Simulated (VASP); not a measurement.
## A VASP study of BN (r2SCAN + rVV10): structure first, properties next

Aim: relax BN, then compute properties on the relaxed cell. The steps: relaxing cell and atoms (r2SCAN + rVV10), density, ELF and potential (r2SCAN + rVV10), bands along the symmetry lines (r2SCAN + rVV10), total and projected DOS (r2SCAN + rVV10), optical spectrum (r2SCAN + rVV10) and independent-particle dielectric function (r2SCAN + rVV10). The start is a cell from a database of measured crystal structures.

Method: r2SCAN with rVV10; plane waves and PAW (B, N), in VASP 6.6.1.

Most raw output is cut from this account.

The database entry behind the starting cell has ideal inner coordinates that were not refined, so it need not match the best structure at ambient conditions.

## (1) The structure

Before any relaxation, the start is as follows. The structure is hexagonal, space group P6_3mc (No. 186). The conventional cell has a = 2.536 Å, b = 2.536 Å, c = 4.199 Å, α = 90.00°, β = 90.00°, γ = 120.00°. Nearest to B lie 4 N at 1.56 to 1.57 Å. Nearest to N lie 4 B at 1.56 to 1.57 Å. Farther neighbours and most contacts between anions are not listed.

Structure file:

```xyz
4
Lattice="2.5360 0.0000 0.0000 -1.2680 2.1962 0.0000 0.0000 0.0000 4.1990" Properties=species:S:1:pos:R:3 pbc="T T T"
B     1.2680    0.7321    0.0000
B     0.0000    1.4642    2.0995
N     1.2680    0.7321    1.5746
N     0.0000    1.4642    3.6741
```

## (2) Relaxing cell and atoms (r2SCAN + rVV10)

Properties are meant for the cell that this level of theory prefers, so cell and atoms are relaxed first (ISIF = 3) until forces and stress are small; EDIFFG sets the threshold. r2SCAN adds the kinetic-energy density, costs more than a GGA and is run with LASPH. LUSE_VDW switches on a nonlocal correlation term for dispersion.

The input, INCAR:

```
SYSTEM = BN
PREC = Accurate
ENCUT = 520
EDIFF = 1E-06
NELM = 100
ISMEAR = 0
SIGMA = 0.05
LREAL = .FALSE.
ALGO = Normal
METAGGA = R2SCAN
LUSE_VDW = .TRUE.
IVDW_NL = 2
BPARAM = 11.95
CPARAM = 0.0093
LASPH = .TRUE.
NBANDS = 14
LORBIT = 11
LWAVE = .FALSE.
LCHARG = .FALSE.
KPAR = 4
IBRION = 2
NSW = 60
ISIF = 3
EDIFFG = -0.01
```

The input, POSCAR:

```
BN
1.0
    2.5360000000      0.0000000000      0.0000000000
   -1.2680000000      2.1962404240      0.0000000000
    0.0000000000      0.0000000000      4.1990000000
B N
2 2
Direct
    0.6666666667      0.3333333333      0.0000000000
    0.3333333333      0.6666666667      0.5000000000
    0.6666666667      0.3333333333      0.3750000000
    0.3333333333      0.6666666667      0.8750000000
```

The input, KPOINTS:

```
Automatic mesh
0
Gamma
10 10 5
0 0 0
```

The projector-augmented-wave data sets are B and N (PBE family, release 64).

Command:

```
> mpirun -np 4 vasp_std
```

Run time: 56 s. Hardware: 4 MPI ranks of Intel Xeon 6975P-C (Granite Rapids), shared host; peak memory 0.77 GiB; 3.7 min of CPU time.

The gap is read on the k-mesh alone, so it is an upper bound where the band edges lie off the mesh. The PAW data sets were made with PBE, which is usual practice but a small mismatch for other functionals. The run keeps the 12 symmetry operations of its start, so it cannot find a distortion of lower symmetry.

Relaxation path:

```tsv
step	energy less that of the first step (eV)	largest force (eV/Å)	pressure (GPa)	volume (Å³)
1	0.0000	0.0542	3.60	23.39
2	0.0009	0.0837	-4.00	23.83
3	-0.0024	0.0110	0.04	23.59
4	-0.0024	0.0123	-0.02	23.60
5	-0.0024	0.0109	-0.11	23.60
6	-0.0024	0.0013	-0.09	23.60
```

```tsv
conventional cell, symmetrised	before	after	change
a (Å)	2.536	2.544	+0.3 %
b (Å)	2.536	2.544	+0.3 %
c (Å)	4.199	4.209	+0.2 %
volume (Å³/atom)	5.85	5.90	+0.9 %
```

Final coordinates:

```xyz
4
Lattice="2.5445 0.0000 0.0000 -1.2722 2.2036 0.0000 0.0000 0.0000 4.2090" Properties=species:S:1:pos:R:3 pbc="T T T"
B     1.2722    0.7345    0.0010
B     0.0000    1.4690    2.1055
N     1.2722    0.7345    1.5774
N     0.0000    1.4690    3.6819
```

A gap read on the k-mesh alone can miss the band edges.

Numbers from this step:

```yaml
electrons: 16
bands: 14
irreducible_k_points: 42
symmetry_operations: 12
free_energy_toten: -38.07 eV
fermi_energy: 7.704 eV
pressure: -0.09370 GPa
metallic: no
valence_top_at_k: 0, 0, 0
conduction_bottom_at_k: 0.3, 0.3, 0
least_direct_gap_at_k: 0.1, 0, 0
scf_cycles_over_all_ionic_steps: 32
gap_on_the_k_mesh: 5.863 eV
least_direct_gap_on_the_k_mesh: 8.947 eV
```

It ends with a largest force of 0.001 eV/Å and a pressure of -0.09 GPa. The volume lies +0.9 % from that of the database's start.

## (3) Density, ELF and potential (r2SCAN + rVV10)

The relaxed cell gets a fresh self-consistent run, on a basis set for its own volume, to fix the density and to check the remaining stress.

INCAR, as its differences from that of step 2:

```diff
@@ -18,7 +18,5 @@
 LWAVE = .FALSE.
-LCHARG = .FALSE.
-KPAR = 4
-IBRION = 2
-NSW = 60
-ISIF = 3
-EDIFFG = -0.01
+LCHARG = .TRUE.
+ISIF = 2
+LELF = .TRUE.
+LVHAR = .TRUE.
```

The input, POSCAR:

```
BN
1.0
    2.5444568406      0.0000000000      0.0000000000
   -1.2722284203      2.2035642628      0.0000000000
    0.0000000000      0.0000000000      4.2090368552
B N
2 2
Direct
    0.6666666667      0.3333333333      0.0002364178
    0.3333333333      0.6666666667      0.5002364178
    0.6666666667      0.3333333333      0.3747635822
    0.3333333333      0.6666666667      0.8747635822
```

KPOINTS is that of step 2.

Command:

```
> mpirun -np 4 vasp_std
```

Elapsed: 10 s, on 4 MPI ranks; peak memory 0.55 GiB; 38 s of CPU time.

Numbers from this step:

```yaml
scf_cycles: 13
bands: 16
fermi_energy: 7.752 eV
pressure: -0.04295 GPa
least_direct_gap_on_the_k_mesh: 8.948 eV
```

Valence electrons inside each PAW sphere by angular momentum. Sphere charges, by row:

```tsv
atom	s (e)	p (e)	d (e)	tot (e)
B1	0.68	1.337	0	2.017
B2	0.68	1.337	0	2.017
N3	1.229	2.788	0	4.018
N4	1.229	2.788	0	4.018
```

ELF in the ac plane at fractional y = 0.333, with atoms of B and N within 0.2 Å of it. It is the smooth field of the valence electrons, not physical close to the nuclei.

Ten even steps from '0' (0.02) to '9' (0.92):
```
8777886300158
8877887411368
7777776422357
6666665322245
5666542111123
3455421000001
2344210000001
1222211111111
2222233444433
5322467777776
7423688877888
8534799865799
8534798622589
7423788511478
6312578644678
5201468888887
3100258999986
2000147999985
1000125789863
2222233344433
5544543100024
7766775100036
```
Columns run along a (2.5 Å), rows up along c (4.2 Å). Atoms in or near the plane, at fractional coordinates: B at (0.67, 0.00), N at (0.67, 0.37).

Electrostatic potential energy in the ac plane at fractional y = 0.333, with atoms of B and N within 0.2 Å of it. With pseudopotentials it is smooth inside the atoms' cores, unlike the true potential.

Ten even steps from '_' (-48 eV) to '@' (1 eV):
```
%%%%@@%%%%##====%%@@++--**
%%%%%%%%%%%%++--------==##
%%%%%%%%%%%%%%**====++##%%
@@@@%%%%@@@@@@%%%%%%%%@@@@
@@@@@@@@@@@@@@@@@@@@@@@@@@
@@@@@@@@@@@@@@@@@@@@@@@@@@
@@@@@@@@@@@@@@@@@@@@@@@@@@
@@@@@@@@@@@@@@@@@@@@@@@@@@
@@%%%%%%%%@@@@@@@@@@@@@@@@
%%%%####%%@@@@@@%%%%@@@@@@
%%######%%%%%%**----++%%%%
%%%%####%%%%**..______==%%
%%%%%%%%%%%%--__....__..##
@@@@@@@@@@%%::__::--__..##
@@@@@@@@@@%%==________::%%
@@@@@@@@@@@@##--____::**@@
@@@@@@@@@@@@@@##****##%%@@
@@@@@@@@@@@@@@%%####%%%%@@
@@@@@@@@@@@@%%**====++##%%
@@@@@@@@@@%%++--------==##
%%@@@@@@@@##====%%@@++--**
%%@@@@@@@@##--++@@@@##--++
```
Columns run along a (2.5 Å; values clipped at the 3rd and 97th percentile), rows up along c (4.2 Å). Atoms in or near the plane, at fractional coordinates: B at (0.67, 0.00), N at (0.67, 0.37).

Valence density in the ac plane at fractional y = 0.333, with atoms of B and N within 0.2 Å of it. It is the smooth field of the valence electrons, not physical close to the nuclei.

Ten even steps from '_' (0.1 e/Å³) to '@' (3.8 e/Å³):
```
..................__......
::::::::::::..............
..::::::::................
............____________..
__........________________
__________________________
__________________________
__________________________
__________________________
__________......::::......
....____....::--======--::
....__....::==**%%%%##++--
::..__....--++%%@@@@@@**--
..______..::++%%@@@@@@**--
..______..::==##@@@@%%++::
__________..--++####**--..
____________..--====--::..
____________..::----::..__
____________....::::::..__
____________............__
__________......____......
................____......
```
Columns run along a (2.5 Å), rows up along c (4.2 Å). Atoms in or near the plane, at fractional coordinates: B at (0.67, 0.00), N at (0.67, 0.37).

In this run the pressure is -0.04 GPa, small enough to go on.

## (4) Bands along the symmetry lines (r2SCAN + rVV10)

Levels along the symmetry lines show where the bands peak and cross; KPOINTS_OPT computes them in the converged potential.

INCAR, as its differences from that of step 3:

```diff
@@ -15,8 +15,6 @@
 LASPH = .TRUE.
-NBANDS = 14
+NBANDS = 22
 LORBIT = 11
 LWAVE = .FALSE.
-LCHARG = .TRUE.
-ISIF = 2
-LELF = .TRUE.
-LVHAR = .TRUE.
+LCHARG = .FALSE.
+KPAR = 4
```

POSCAR is that of step 3.

KPOINTS is that of step 3.

The input, KPOINTS_OPT:

```
Line mode
16
Line-mode
Reciprocal
  0.00000000   0.00000000   0.00000000 GAMMA
  0.50000000   0.00000000   0.00000000 M

  0.50000000   0.00000000   0.00000000 M
  0.33333333   0.33333333   0.00000000 K

  0.33333333   0.33333333   0.00000000 K
  0.00000000   0.00000000   0.00000000 GAMMA

  0.00000000   0.00000000   0.00000000 GAMMA
  0.00000000   0.00000000   0.50000000 A

  0.00000000   0.00000000   0.50000000 A
  0.50000000   0.00000000   0.50000000 L

  0.50000000   0.00000000   0.50000000 L
  0.33333333   0.33333333   0.50000000 H

  0.33333333   0.33333333   0.50000000 H
  0.00000000   0.00000000   0.50000000 A

  0.50000000   0.00000000   0.50000000 L
  0.50000000   0.00000000   0.00000000 M

  0.33333333   0.33333333   0.00000000 K
  0.33333333   0.33333333   0.50000000 H
```

Command:

```
> mpirun -np 4 vasp_std
```

Elapsed: 30 s, on 4 MPI ranks; peak memory 0.83 GiB.

This step gave:

* bands: 22
* Fermi energy: 7.701 eV
* pressure: -0.05023 GPa
* least gap on mesh and path: 5.661 eV
* least direct gap on mesh and path: 8.943 eV
* conduction bottom at k: 0.3333, 0.3333, 0
* least direct gap at k: 0.1333, 0, 0

The electronic bands at the labelled points (eV, zero at the valence-band top; v1 is the highest filled band, c1 the lowest empty one):

```tsv
point	v4	v3	v2	v1	c1	c2	c3	c4
Γ	-2.21	-0.28	0.00	0.00	9.06	9.06	9.29	10.19
0.53 of the way	-4.34	-4.12	-1.86	-1.30	7.82	10.04	10.97	11.80
M	-7.22	-5.20	-4.55	-2.20	7.26	8.56	11.35	12.19
0.53 of the way	-6.90	-6.75	-4.79	-3.92	6.75	10.37	12.75	14.06
K	-7.56	-5.66	-5.64	-5.64	5.66	14.43	14.43	14.81
0.53 of the way	-5.53	-3.51	-2.01	-1.81	9.22	9.45	10.89	12.29
Γ	-2.21	-0.28	0.00	0.00	9.06	9.06	9.29	10.19
0.53 of the way	-1.90	-1.90	-0.44	-0.44	9.57	9.57	10.02	10.20
A	-1.22	-1.22	-1.22	-1.22	10.22	10.22	10.67	10.67
0.47 of the way	-4.17	-4.17	-2.64	-2.64	8.69	8.69	12.15	12.15
L	-3.93	-3.93	-3.73	-3.73	7.16	7.16	10.69	10.69
0.53 of the way	-6.16	-6.16	-3.31	-3.31	8.74	8.74	11.80	11.80
H	-8.01	-8.01	-3.16	-3.16	10.00	10.00	10.90	10.90
0.53 of the way	-4.34	-4.34	-3.45	-3.45	9.58	9.58	11.42	11.42
A	-1.22	-1.22	-1.22	-1.22	10.22	10.22	10.67	10.67
jump to L	-3.93	-3.93	-3.73	-3.73	7.16	7.16	10.69	10.69
0.47 of the way	-5.59	-4.81	-3.56	-2.85	7.29	7.43	11.64	12.31
M	-7.22	-5.20	-4.55	-2.20	7.26	8.56	11.35	12.19
jump to K	-7.56	-5.66	-5.64	-5.64	5.66	14.43	14.43	14.81
0.53 of the way	-8.68	-6.59	-4.10	-4.10	7.50	11.50	11.50	13.86
H	-8.01	-8.01	-3.16	-3.16	10.00	10.00	10.90	10.90
```

Of the projections kept (B, N), the largest for each band there; the rest of the weight can lie on other orbitals:

```tsv
point	v4	v3	v2	v1	c1	c2	c3	c4
Γ	N 0.71	N 0.85	N 0.87	N 0.87	B 0.96	B 0.96	B 0.84	B 0.62
M	N 0.56	N 0.62	N 0.63	N 0.72	B 0.79	N 0.70	B 0.79	B 0.60
K	N 0.55	N 0.65	N 0.60	N 0.60	B 0.72	B 0.55	B 0.55	N 0.99
Γ	N 0.71	N 0.85	N 0.87	N 0.87	B 0.96	B 0.96	B 0.84	B 0.62
A	N 0.77	N 0.77	N 0.77	N 0.77	B 0.69	B 0.69	B 0.84	B 0.84
L	N 0.65	N 0.65	N 0.68	N 0.68	B 0.64	B 0.64	B 0.79	B 0.79
```

The path lowers the gap by 0.20 eV against the mesh alone, so a band edge lies off the mesh.

On this path the gap is indirect, 5.66 eV, with the valence top at Γ and the conduction bottom at K. The least direct gap is 8.94 eV.

## (5) Total and projected DOS (r2SCAN + rVV10)

Here the states are counted by energy and projected on the atoms. The mesh is finer than in the run before.

INCAR, as its differences from that of step 4:

```diff
@@ -5,3 +5,3 @@
 NELM = 100
-ISMEAR = 0
+ISMEAR = -5
 SIGMA = 0.05
@@ -20 +20,2 @@
 KPAR = 4
+NEDOS = 2001
```

POSCAR is that of step 4.

The input, KPOINTS:

```
Automatic mesh
0
Gamma
15 15 8
0 0 0
```

Command:

```
> mpirun -np 4 vasp_std
```

Elapsed: 37 s, on 4 MPI ranks; peak memory 0.96 GiB.

This step gave:

| Property | Result |
| --- | --- |
| irreducible k-points | 135 |
| Fermi energy | 7.429 eV |
| pressure | -0.05055 GPa |
| gap on the k-mesh | 5.661 eV |
| least direct gap on the k-mesh | 8.943 eV |

The density of states has structure finer than the step of the table below, so its rows give means over 1 eV, whole bins alone (the curve runs from -12.0 to 13.6 eV). Peaks (eV: height): total -9.4: 1.72, -3.2: 2.55, 9.6: 1.55, 11.3: 3.16; N p -9.4: 0.609, -7.9: 0.521, -3.2: 1.36; B p -3.2: 0.605, 8.7: 0.44, 10.0: 0.569, 11.3: 0.944; B s -9.4: 0.303, -8.0: 0.226, 11.3: 0.308, 12.3: 0.202; N s -7.9: 0.0654, 7.8: 0.112, 8.7: 0.112, 11.8: 0.141.

States under -12.0 eV and over 13.6 eV are left out. The density of states by energy, zero at the valence-band top; means over each step; values in states/eV/cell:

```tsv
energy (eV)	total	N p	B p	B s	N s
-11	0.0648	0.0215	0.00779	0.0127	8.3e-4
-10	0.842	0.292	0.0942	0.171	0.0200
-9	1.25	0.444	0.154	0.230	0.0465
-8	1.01	0.375	0.141	0.159	0.0513
-7	1.02	0.409	0.178	0.114	0.0401
-6	1.19	0.511	0.238	0.0943	0.0354
-5	1.42	0.660	0.320	0.0700	0.0278
-4	1.71	0.852	0.394	0.0548	0.0216
-3	1.96	1.05	0.452	0.0309	0.0143
-2	1.03	0.597	0.213	0.00859	0.00584
-1	0.455	0.286	0.0762	0.00145	0.00163
0	0.0639	0.0432	0.00821	3.6e-5	8.4e-5
1	0	0	0	0	0
2	0	0	0	0	0
3	0	0	0	0	0
4	0	0	0	0	0
5	0	0	0	0	0
6	0.0390	0.00391	0.00779	4.4e-6	4.4e-6
7	0.355	0.0290	0.0685	0.0191	0.0239
8	1.23	0.105	0.279	0.0758	0.0942
9	1.22	0.119	0.348	0.0557	0.0887
10	1.15	0.118	0.425	0.0483	0.0595
11	1.63	0.187	0.510	0.156	0.0715
12	1.90	0.254	0.555	0.183	0.116
13	1.49	0.283	0.386	0.174	0.0887
```

The gap on this mesh is 5.66 eV. In the top eV of the valence band the largest shares in the PAW spheres are N p 66 % and B p 15 %. The rest lies in smaller channels or between the spheres.

## (6) Optical spectrum (r2SCAN + rVV10)

LOPTICS sums transitions from filled to empty bands. NBANDS is raised for it.

INCAR, as its differences from that of step 5:

```diff
@@ -5,3 +5,3 @@
 NELM = 100
-ISMEAR = -5
+ISMEAR = 0
 SIGMA = 0.05
@@ -15,3 +15,3 @@
 LASPH = .TRUE.
-NBANDS = 22
+NBANDS = 40
 LORBIT = 11
@@ -20,2 +20,4 @@
 KPAR = 4
-NEDOS = 2001
+LOPTICS = .TRUE.
+NEDOS = 1500
+CSHIFT = 0.1
```

POSCAR is that of step 5.

KPOINTS is that of step 5.

Command:

```
> mpirun -np 4 vasp_std
```

The job ended after 58 s (4 MPI ranks; peak memory 1.2 GiB).

These are independent-particle spectra without excitons or local fields, and fine structure depends on the mesh and on CSHIFT.

Numbers from this step:

| Quantity | Value |
| --- | --- |
| bands | 40 |
| Fermi energy | 7.640 eV |
| pressure | -0.05645 GPa |

The imaginary dielectric function has structure finer than the step of the table below, so its rows give means over 1 eV, whole bins alone (the curve runs from 0 to 25.0 eV). Peaks (eV: height): xx 12.0: 15.5; zz 10.3: 8.95, 11.0: 14.0, 11.7: 14.0, 12.8: 10.6, 14.5: 9.35.

The imaginary dielectric function by photon energy; means over each step:

```tsv
photon energy (eV)	xx	zz
1	0.00383	0.00431
2	0.00795	0.00896
3	0.0128	0.0145
4	0.0188	0.0216
5	0.0270	0.0315
6	0.0393	0.0470
7	0.0596	0.0748
8	0.101	0.141
9	0.327	0.833
10	1.83	5.06
11	8.80	11.2
12	13.1	10.5
13	9.85	7.81
14	7.49	8.46
15	7.54	6.87
16	4.91	4.76
17	3.50	3.35
18	2.77	2.45
19	2.02	1.66
20	1.71	1.46
21	1.40	1.55
22	1.21	1.28
23	1.04	1.29
24	0.977	1.01
```

The real dielectric function by photon energy:

```tsv
photon energy (eV)	xx	zz
0	4.38	4.53
1	4.40	4.55
2	4.46	4.61
3	4.56	4.73
4	4.72	4.91
5	4.95	5.17
6	5.27	5.55
7	5.75	6.13
8	6.51	7.12
9	7.96	9.43
10	10.5	11.7
11	13.7	7.86
12	3.57	-0.259
13	0.0387	-0.812
14	-0.0862	-0.165
15	-1.76	-2.95
16	-2.45	-2.89
17	-2.52	-2.66
18	-1.68	-2.22
19	-1.69	-1.34
20	-1.56	-0.827
21	-1.02	-0.505
22	-1.05	-0.761
23	-0.644	-0.736
24	-0.522	-0.614
```

The mean of ε2 over directions passes 5 % of its top at 9.30 eV, against a least direct gap of 8.94 eV on this mesh, so the first direct transitions are weak, forbidden or few. The indirect gap (5.66 eV in the band run) doesn't show, since phonons are left out.

## (7) Independent-particle dielectric function (r2SCAN + rVV10)

LOPTICS sums transitions from filled to empty bands.

INCAR is that of step 6.

POSCAR is that of step 6.

The input, KPOINTS:

```
Automatic mesh
0
Gamma
14 14 7
0 0 0
```

Command:

```
> mpirun -np 4 vasp_std
```

Wall time 43 s (4 MPI ranks); peak memory 1.1 GiB.

Numbers from this step:

```yaml
irreducible_k_points: 96
fermi_energy: 7.656 eV
pressure: -0.05663 GPa
conduction_bottom_at_k: 0.3571, 0.2857, 0
least_direct_gap_at_k: 0.1429, 0, 0
gap_on_the_k_mesh: 5.769 eV
least_direct_gap_on_the_k_mesh: 8.947 eV
```

The imaginary dielectric function has structure finer than the step of the table below, so its rows give means over 1 eV, whole bins alone (the curve runs from 0 to 25.0 eV). Peaks (eV: height): xx 12.3: 13.8; zz 11.1: 14.7, 11.8: 13.5, 14.0: 8.91, 14.7: 8.97.

Table of imaginary dielectric function by photon energy; means over each step:

```tsv
photon energy (eV)	xx	zz
1	0.00383	0.00430
2	0.00797	0.00895
3	0.0128	0.0145
4	0.0188	0.0215
5	0.0271	0.0315
6	0.0393	0.0470
7	0.0596	0.0748
8	0.101	0.141
9	0.325	0.826
10	1.76	4.76
11	8.93	11.4
12	13.0	11.0
13	9.93	7.41
14	7.41	8.29
15	7.40	6.98
16	4.97	4.70
17	3.69	3.55
18	2.54	2.34
19	2.13	1.55
20	1.82	1.55
21	1.28	1.48
22	1.26	1.42
23	1.02	1.23
24	0.958	0.873
```

Table of real dielectric function by photon energy:

```tsv
photon energy (eV)	xx	zz
0	4.38	4.53
1	4.40	4.55
2	4.46	4.61
3	4.56	4.73
4	4.72	4.91
5	4.95	5.17
6	5.27	5.55
7	5.75	6.13
8	6.51	7.12
9	7.96	9.42
10	10.6	11.5
11	13.6	9.69
12	5.50	0.718
13	-0.234	2.09
14	-0.231	-0.00425
15	-1.50	-3.18
16	-3.66	-3.25
17	-2.30	-1.95
18	-2.20	-2.35
19	-1.91	-1.56
20	-1.34	-1.10
21	-1.10	-0.810
22	-0.735	-0.551
23	-0.614	-0.770
24	-0.451	-0.578
```

The mean of ε2 over directions passes 5 % of its top at 9.26 eV, against a least direct gap of 8.95 eV on this mesh, so the first direct transitions are weak, forbidden or few. The indirect gap (5.66 eV in the band run) doesn't show, since phonons are left out.

## (8) What came out

| Item | Value |
| --- | --- |
| relaxed volume | 5.900 Å³/atom |
| relaxed conventional cell a, b, c | 2.544, 2.544, 4.209 Å; angles 90.0, 90.0, 120.0° |
| space group after relaxing, within 0.02 Å | P6_3mc (No. 186) |
| band gap | 5.66 eV, indirect (least direct gap of that run 8.94 eV) |
| gap among the points of the DOS mesh alone, an upper bound | 5.66 eV |
| strongest peak of ε2, mean over directions | 12.0 eV |
| ε1 at zero frequency, no local fields, mean | 4.43 |

What this shows: With r2SCAN + rVV10, BN relaxes to 5.900 Å³/atom in space group P6_3mc (held by the symmetry of the run) and has an indirect gap of 5.66 eV. Against the listed cell the volume lies +0.9 % (a +0.3 %, c +0.2 %). Bands along the symmetry lines (r2SCAN + rVV10): On this path the gap is indirect, 5.66 eV, with the valence top at Γ and the conduction bottom at K. The least direct gap is 8.94 eV. Semilocal functionals usually underestimate gaps. No search among competing phases was made, and a listed structure need not be the one stable at ambient conditions. All values are for a static lattice at zero temperature.

[Lines on the potential files, build, host, timing and source positions are cut from VASP's logs without a mark.]

[Logs are printed without paths, hosts, clocks, repeated set-up lines and the standing remarks that a program may print on its own settings, such as how far it seeks lower states.]

[Hosts, paths, dates, database ids (printed as entryN), source tags and the programs' standing remarks are cut or masked in the printed files.]

[A measured line is paired with the nearest computed mode of its activity, which favours agreement.]
